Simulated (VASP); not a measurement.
Method: PBE GGA, VASP's PBE PAW potentials (set 64) (plane waves; VASP 6.6.1).

VASP ran on this input.

### POSCAR
```
FeAs
1
    0.0000000000     2.7108000000     2.7108000000
    2.7108000000     0.0000000000     2.7108000000
    2.7108000000     2.7108000000     0.0000000000
Fe As
1 1
Direct
  0.0000000000   0.0000000000   0.0000000000
  0.5000000000   0.5000000000   0.5000000000
```

### KPOINTS
```
Automatic
0
G
 11 11 11
0 0 0
```

**INCAR**
```
LORBIT = 10
ISIF = 3   # ions, shape and volume
EDIFF = 1E-6   # SCF stop (eV)
IBRION = 2   # conjugate gradients
SIGMA = 0.1
LASPH = T   # aspherical one-centre terms
NSW = 60   # most ionic steps
MAGMOM = 4.0 0.0
ISMEAR = 1
ENCUT = 400
ISPIN = 2   # spin-polarised
SYSTEM = FeAs
EDIFFG = -0.01
GGA = PE
NELM = 100   # most electronic steps
PREC = Accurate
LCHARG = F
LMAXMIX = 4   # l cut-off of mixed one-centre charges
LREAL = F   # projection in real space or not
LWAVE = F
ALGO = Normal   # blocked Davidson
```

POTCAR, in this order: Fe As (PBE.64 set). Program: vasp_std.

Output of the run:

### OSZICAR
```
       N       E                     dE             d eps       ncg     rms          rms(c)
DAV:   1     0.477274070847E+02    0.47727E+02   -0.47756E+03  2704   0.820E+02
DAV:   2    -0.113711331011E+02   -0.59099E+02   -0.53552E+02  2732   0.178E+02
DAV:   3    -0.143837375381E+02   -0.30126E+01   -0.28939E+01  3364   0.466E+01
DAV:   4    -0.144313607220E+02   -0.47623E-01   -0.47598E-01  2968   0.592E+00
DAV:   5    -0.144320501855E+02   -0.68946E-03   -0.68930E-03  3416   0.731E-01    0.133E+01
DAV:   6    -0.191034849211E+02   -0.46714E+01   -0.63593E+01  2924   0.114E+02    0.398E+01
DAV:   7    -0.119838558757E+02    0.71196E+01   -0.42188E+01  3096   0.787E+01    0.464E+00
DAV:   8    -0.120121146971E+02   -0.28259E-01   -0.64432E-01  3004   0.803E+00    0.160E+00
DAV:   9    -0.120025144577E+02    0.96002E-02   -0.41176E-02  3468   0.324E+00    0.631E-01
DAV:  10    -0.120023244566E+02    0.19000E-03   -0.40408E-03  3604   0.571E-01    0.273E-01
DAV:  11    -0.120024203441E+02   -0.95888E-04   -0.37874E-03  3228   0.104E+00    0.262E-01
DAV:  12    -0.120022654949E+02    0.15485E-03   -0.41699E-04  3532   0.281E-01    0.107E-01
DAV:  13    -0.120022472112E+02    0.18284E-04   -0.16406E-04  3604   0.186E-01    0.425E-02
DAV:  14    -0.120022471532E+02    0.58074E-07   -0.25513E-05  4044   0.596E-02    0.867E-03
DAV:  15    -0.120022468547E+02    0.29844E-06   -0.30132E-06  1984   0.144E-02
   1 F= -.12002247E+02 E0= -.12002390E+02  d E =-.120022E+02  mag=     3.0211
       N       E                     dE             d eps       ncg     rms          rms(c)
DAV:   1    -0.200172098401E+02   -0.80150E+01   -0.11600E+02  3104   0.185E+02    0.244E+01
DAV:   2    -0.224630788408E+02   -0.24459E+01   -0.10406E+02  2832   0.156E+02    0.342E+01
DAV:   3    -0.128753701290E+02    0.95877E+01   -0.71882E+01  3116   0.118E+02    0.969E+00
DAV:   4    -0.125623903726E+02    0.31298E+00   -0.23108E+00  3080   0.176E+01    0.449E+00
DAV:   5    -0.124775550082E+02    0.84835E-01   -0.19159E-01  3396   0.576E+00    0.288E+00
DAV:   6    -0.124809008212E+02   -0.33458E-02   -0.21786E-02  3164   0.219E+00    0.102E+00
DAV:   7    -0.124797865113E+02    0.11143E-02   -0.13733E-02  3068   0.171E+00    0.419E-01
DAV:   8    -0.124792823132E+02    0.50420E-03   -0.26317E-03  3736   0.645E-01    0.888E-02
DAV:   9    -0.124793224565E+02   -0.40143E-04   -0.17806E-04  2964   0.127E-01    0.469E-02
DAV:  10    -0.124793334722E+02   -0.11016E-04   -0.20117E-05  3356   0.694E-02    0.365E-02
DAV:  11    -0.124793292339E+02    0.42383E-05   -0.12013E-05  3248   0.517E-02    0.756E-03
DAV:  12    -0.124793292801E+02   -0.46236E-07   -0.10464E-06  1488   0.117E-02
   2 F= -.12479329E+02 E0= -.12478728E+02  d E =-.477082E+00  mag=     2.3572
       N       E                     dE             d eps       ncg     rms          rms(c)
DAV:   1    -0.125294261506E+02   -0.50097E-01   -0.71685E-01  2892   0.151E+01    0.217E+00
DAV:   2    -0.126141246986E+02   -0.84699E-01   -0.13139E+00  3032   0.190E+01    0.378E+00
DAV:   3    -0.124848811528E+02    0.12924E+00   -0.46726E-01  2948   0.118E+01    0.493E-01
DAV:   4    -0.124837848080E+02    0.10963E-02   -0.12673E-02  3232   0.119E+00    0.305E-01
DAV:   5    -0.124834694531E+02    0.31535E-03   -0.19068E-03  3216   0.286E-01    0.165E-01
DAV:   6    -0.124834863666E+02   -0.16913E-04   -0.75560E-04  3180   0.459E-01    0.441E-02
DAV:   7    -0.124834918875E+02   -0.55210E-05   -0.43219E-05  2920   0.678E-02    0.209E-02
DAV:   8    -0.124834928622E+02   -0.97470E-06   -0.81115E-06  3068   0.399E-02
   3 F= -.12483493E+02 E0= -.12482897E+02  d E =-.481246E+00  mag=     2.4496
```

### OUTCAR
```
------------------------ aborting loop because EDIFF is reached ----------------------------------------
  FORCE on cell =-STRESS in cart. coord.  units (eV):
  Direction    XX          YY          ZZ          XY          YZ          ZX
  --------------------------------------------------------------------------------------
  Total        0.0088436      0.0088436      0.0088436      0.0000000      0.0000000      0.0000000
  in kB        0.4572189      0.4572189      0.4572189      0.0000000      0.0000000      0.0000000
  external PRESSURE =       0.4572189 kB  Pullay stress =       0.0000000 kB
  volume of cell :       30.99
      direct lattice vectors                 reciprocal lattice vectors
    -0.000000000  2.493033421  2.493033421    -0.200558884  0.200558884  0.200558884
     2.493033421 -0.000000000  2.493033421     0.200558884 -0.200558884  0.200558884
     2.493033421  2.493033421 -0.000000000     0.200558884  0.200558884 -0.200558884
 POSITION                                       TOTAL-FORCE (eV/Angst)
 -----------------------------------------------------------------------------------
      0.00000      0.00000      0.00000        -0.000000     -0.000000     -0.000000
      2.49303      2.49303      2.49303         0.000000      0.000000      0.000000
 -----------------------------------------------------------------------------------
    total drift:                               -0.000000      0.000000      0.000000
  FREE ENERGIE OF THE ION-ELECTRON SYSTEM (eV)
  ---------------------------------------------------
  free  energy   TOTEN  =       -12.4834928622 eV

  energy  without entropy=      -12.4817066089  energy(sigma->0) =      -12.48289744

 total charge

# of ion       s       p       d       tot
------------------------------------------
    1        0.390   0.392   6.285   7.067
    2        1.229   1.508   0.065   2.802
--------------------------------------------------
tot          1.619   1.901   6.350   9.870

 magnetization (x)

# of ion       s       p       d       tot
------------------------------------------
    1        0.071   0.031   2.343   2.444
    2        0.019  -0.046   0.003  -0.024
--------------------------------------------------
tot          0.090  -0.015   2.346   2.420

 reached required accuracy - stopping structural energy minimisation
```
(Selected blocks of OUTCAR.)

**CONTCAR**
```
FeAs
   1.00000000000000
    -0.0000000000000000    2.4930334207560367    2.4930334207560367
     2.4930334207560367   -0.0000000000000000    2.4930334207560367
     2.4930334207560367    2.4930334207560367   -0.0000000000000000
  Fe              As
     1     1
Direct
     0.0000000000000000    0.0000000000000000    0.0000000000000000
     0.5000000000000000    0.5000000000000000    0.5000000000000000
```

Energy and stress use the plane-wave basis of the starting cell.

The structure was generated: FeAs was put into the rock salt type (Fm-3m), which need not be its known phase. This run relaxes it. Symmetry was kept, so distortions that lower it aren't found.
